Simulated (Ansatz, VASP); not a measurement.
## Cross-check of Sb between VASP and Ansatz

Wanted: the spread between two codes on one cell, functional and k mesh. The cell is taken from a series of runs on this material, whose earlier steps may have relaxed, scaled, displaced or heated it; both programs get it as it stands.

Main program and level: Ansatz 0.2.0; plane waves, with VASP 6.6.1 beside it; G0W0 gap at LDA.

### Step 1. Starting point

The cell holds 2 atoms: 2 Sb. Cell: a = 4.019 Å, b = 4.019 Å, c = 26.400 Å, α = 90.0°, β = 90.0°, γ = 120.0°. Vacuum lies along c.

### Step 2. Ansatz: G0W0 gap, LDA

Ansatz runs on its default PAW (the set named soft_2) files.

Quasiparticle shifts depend on high empty states and on the cores, so they are the hardest test of two PAW sets.

input.yaml

```yaml
crystal:
  lattice:
    - [4.0191575202, 0.0, 0.0]
    - [-2.0095787601, 3.4806925143, 0.0]
    - [0.0, 0.0, 26.4]
  atoms:
    - { symbol: Sb, position: [0.3333333333, 0.6666666667, 0.469352981] }
    - { symbol: Sb, position: [0.6666666667, 0.3333333333, 0.530647019] }
  periodic: [true, true, false]
kpoints:
  mp_grid: { grid: [6, 6, 1] }
hamiltonian:
  xc: lda
scf:
  occupations: { method: fixed }
gw:
  n_empty_bands: 600
  ecut_chi: 80.0
  qp_bands: [v3, c3]
  screening: { model: contour_deformation }
```

Command:

```sh
$ ansatz run input.yaml --threads 12 --pin off --max-ram 27648MiB --backend cpu --events-out ev --progress --plain --runs-dir out
```

Numbers of over 12 decimals in the logs are rounded to 6 here.

The program printed:

```text
Engine: ansatz 0.2.0, x86_64-unknown-linux-gnu
Pseudopotentials: kind: paw
Pseudopotential: Sb, paw, valence charge 15, recommended cutoff 420 eV (normal), Sb.paw.azcp
Functional definition: SPW92
  exchange = slater_x
  correlation = pw_c
Crystal: 2 atoms, lattice volume = 369.322 Å³
Basis set: ecut = 420 eV, 7277 PW (Γ)
Bands: 19, of which v1, the nominal top of the filled ones, is band 15 counted from 1 (14 counted from 0)
Symmetry: 12 space group operations
Space group: P-3m1 (ITA 164), of the structure as read, at distance tolerance 7.2e-5 Å
k-points: 7 of 36
Non-local potential: Sb, projectors of the file, l = 0: 2, l = 1: 2, l = 2: 2, l = 3: 2
PAW form: soft (Blöchl's): semilocal exchange-correlation on the pseudo side does not see the compensation charge
PAW frozen core: Sb, regenerated for the run's functional, and the local potential with it (the file was generated under x = pbe(κ = 0.804, μ = 0.219515), c = pbe(β = 0.066725))
PAW one-centre angular grid: Sb, 590 points (default); XC on 64 Gauss nodes
Initial density: superposition of atomic densities (neutral atoms: chi_scale 0, normalization atom), corrected by the library's trained network
Initial wavefunctions: pseudopotential atomic-orbital guess
Functional: x = slater, c = lda
SCF iter   1: F=—  HF=-12671.147779 eV  |F-HF|=—  |Δ(HF+E_count)|=         —  Δρ=2.75e-3  dr2=1.85e-2  ethr=1.77e-3  ⟨swp⟩=7.4  Hψ=728  notcnv=0  defer=10
preconditioner: auto → none  [insulator: Δε(μ)=1.178 eV  Ē_g=8.114 eV  n_scr=14 (ndim 8)  ℏωp=6.1 eV  f_vac=0.773  ε∞_Penn≈1.6]
SCF iter   2: F=—  HF=-12671.140519 eV  |F-HF|=—  |Δ(HF+E_count)|=   7.26e-3  Δρ=1.04e-3  dr2=1.84e-3  ethr=6.15e-5  ⟨swp⟩=3.6  Hψ=358  notcnv=0  defer=13
SCF iter   3: F=—  HF=-12671.140826 eV  |F-HF|=—  |Δ(HF+E_count)|=   3.07e-4  Δρ=3.19e-4  dr2=3.24e-4  ethr=6.14e-6  ⟨swp⟩=2.7  Hψ=270  notcnv=0  defer=12
SCF iter   4: F=—  HF=-12671.140895 eV  |F-HF|=—  |Δ(HF+E_count)|=   6.87e-5  Δρ=7.28e-5  dr2=1.98e-5  ethr=1.08e-6  ⟨swp⟩=3.9  Hψ=286  notcnv=0  defer=12
SCF iter   5: F=—  HF=-12671.140911 eV  |F-HF|=—  |Δ(HF+E_count)|=   1.61e-5  Δρ=7.61e-6  dr2=4.00e-7  ethr=6.61e-8  ⟨swp⟩=3.4  Hψ=228  notcnv=0  defer=12
SCF iter   6: F=-12671.140911 eV  HF=-12671.140911 eV  |F-HF|=9.43e-9  |Δ(HF+E_count)|=   1.02e-7  Δρ=1.76e-6  dr2=1.11e-8  ethr=3.33e-10  ⟨swp⟩=17.4  Hψ=978  notcnv=0
SCF 1 converged in 6 iterations: F = -12671.140911 eV  dr2 = 1.11e-8
  greatest PAW one-centre occupation: 0.998 electrons in one spin orbital (limit 2), on the Sb atom at site 1 (counted from 0), in its partial waves of l = 2
NSCF: frozen V_eff on 7 k-points
G₀W₀ screening: q 1/7
[... further progress lines ...]
SCF converged after 6 iterations
Free energy (F): -12671.140911 eV
Harris-Foulkes:  -12671.140911 eV  (|F-HF|=9.43e-9)
Internal energy: -12671.140911 eV  (E = F + TS)
E sigma→0 (E₀):  -12671.140911 eV
Fermi energy:    -4.953077 eV
--- Per-component energies (eV) ---
  E_band       = -764.319251
  E_kinetic    = 416.724172
  E_local      = -35338.415000  (includes V_loc(G=0)·N_el)
  E_nonlocal   = 732.887330
  E_hartree    = 17304.430730
  E_xc         = -275.031101
  E_vxc        = -193.717154  (∫ρ·V_xc dr)
  E_paw        = -8853.253977  (= ΣΔE_a)
  E_vpaw       = -990.662390  (= ΣTr[D̂ρ^β])
  E_aug_tail   = -0.000004  (compensation charges beyond the density's cutoff)
  E_ewald      = 13340.399292
  E_core_change = 1.117647  (= ΣΔE_core)
  E_smearing   = -0.000000  (= −TS)
  E_closure    = 0.000000  (closes the sum)
  Σ components = -12671.140911   (vs F -12671.140911, Δ=0.00e0)
--- Band table (eV; the first three rows and the last of 7) ---
  k-point 0: bands = [... 11 lower, -11.4939, -5.7759, -4.9531, -4.9531, -3.2903, -2.0951, -2.0951, -0.6196]
  k-point 1: bands = [... 11 lower, -11.4770, -6.9191, -5.6413, -5.5548, -3.2069, -1.5751 (-1.5751°), -1.5442, -0.2585]
  k-point 2: bands = [... 11 lower, -12.0179, -8.2707, -6.3424, -5.9121, -3.8155, -1.9392, -1.2950, 0.4713]
  k-point 6: bands = [... 11 lower, -13.7069, -8.8132, -6.9316, -6.9316, -3.6632, -1.3688, -1.3688, 1.6007]
  ° read free of the cell's end (the report's vacuum.weakly_bound_levels)
--- G₀W₀: contour deformation, 7 samples at zero and on the imaginary axis and 2 off it, 36 q-points, 600 empty bands' worth ---
  eigenvalues of the whole cell's RPA ε∞ on this k-mesh (on a slab, of 1 + 4πα/V) = 1.1606, 4.6188, 4.6188; static W/v taken at q = 0 is 0.441704
  bands read: the sum over 615 bands ends inside a degenerate multiplet in 1 slot, whose members it reads at an even weight; the widest, k=6: bands 615 to 616 (counted from 1) at 1/2 each
    ik  band        ε_KS         Σx   Σc(E_QP)       V_xc       Z   E_QP_lin       E_QP  E_QP is
     0    13     -5.7759   -12.5322     1.0439   -11.0222  0.7022    -6.2525    -6.2420  root
     0    14     -4.9531   -15.0675     0.4055   -14.4026  0.7231    -5.2146    -5.2124  root
     0    15     -4.9531   -15.0675     0.4055   -14.4026  0.7231    -5.2146    -5.2124  root
     0    16     -3.2903    -9.0689    -3.5272   -13.2826  0.7382    -2.5838    -2.6038  root
     0    17     -2.0951    -9.1755    -3.8042   -13.5715  0.6971    -1.4840    -1.5032  root
     0    18     -2.0951    -9.1755    -3.8042   -13.5715  0.6971    -1.4840    -1.5032  root
     1    13     -6.9191   -14.4263     1.1580   -12.9413  0.6977    -7.2551    -7.2461  root
     1    14     -5.6413   -12.9128     0.9428   -11.5264  0.7058    -6.0937    -6.0849  root
     1    15     -5.5548   -14.8626     0.6236   -13.9469  0.7171    -5.8500    -5.8470  root
     1    16     -3.2069    -8.5113    -3.3717   -12.4497  0.7249    -2.6264    -2.6402  root
     1    17     -1.5751    -9.2331    -4.0254   -13.8651  0.6773    -0.9669    -0.9685  root
     1    18     -1.5442    -8.0092    -3.7653   -12.3648  0.7086    -0.9512    -0.9540  root
     2    13     -8.2707   -14.2332     2.0599   -11.7907  0.6612    -8.6602    -8.6533  root
     2    14     -6.3424   -14.8787     1.0043   -13.5367  0.7058    -6.6850    -6.6801  root
     2    15     -5.9121   -13.9673     0.9126   -12.6741  0.7021    -6.2990    -6.2928  root
     2    16     -3.8155    -7.6504    -3.0331   -11.1524  0.7325    -3.3385    -3.3466  root
     2    17     -1.9392    -6.8079    -3.7594   -11.0403  0.7062    -1.4595    -1.4663  root
     2    18     -1.2950    -8.7132    -4.1426   -13.4430  0.6719    -0.7103    -0.7079  root
     3    13     -8.1581   -14.6413     1.9271   -12.3602  0.6687    -8.5176    -8.5121  root
     3    14     -6.6439   -14.9121     1.1540   -13.4047  0.7010    -7.0021    -6.9972  root
     3    15     -6.6242   -13.7336     1.2051   -12.1343  0.6856    -7.0274    -7.0184  root
     3    16     -3.4066    -7.9505    -3.3371   -11.7880  0.7294    -2.8960    -2.9061  root
     3    17     -2.6349    -6.9162    -3.3135   -10.6630  0.7145    -2.1920    -2.2017  root
     3    18     -1.3342    -8.4634    -4.1118   -13.1465  0.6761    -0.7558    -0.7629  root
[...]
5    17     -2.2167    -7.4350    -3.6219   -11.5643  0.7017    -1.7029    -1.7094  root
     5    18     -1.4713    -7.7101    -4.0037   -12.2582  0.6919    -0.9166    -0.9269  root
     6    13     -8.8132   -14.3506     2.1741   -11.8008  0.6645    -9.1896    -9.1888  root
     6    14     -6.9316   -14.3878     1.4141   -12.5892  0.6768    -7.3254    -7.3162  root
     6    15     -6.9316   -14.3878     1.4141   -12.5892  0.6768    -7.3254    -7.3162  root
     6    16     -3.6632    -7.0179    -3.1134   -10.5856  0.7260    -3.2010    -3.2089  root
     6    17     -1.3688    -7.0711    -3.8882   -11.4681  0.6774    -0.8736    -0.8600  root
     6    18     -1.3688    -7.0711    -3.8882   -11.4681  0.6774    -0.8736    -0.8600  root
```

(Part 1 of 2 ends here.)

[Lines on the potential files, build, host, timing and source positions are cut from VASP's logs without a mark.]

[Logs are printed without paths, hosts, clocks, repeated set-up lines and the standing remarks that a program may print on its own settings, such as how far it seeks lower states.]

[Hosts, paths, dates, database ids (printed as entryN), source tags and the programs' standing remarks are cut or masked in the printed files.]
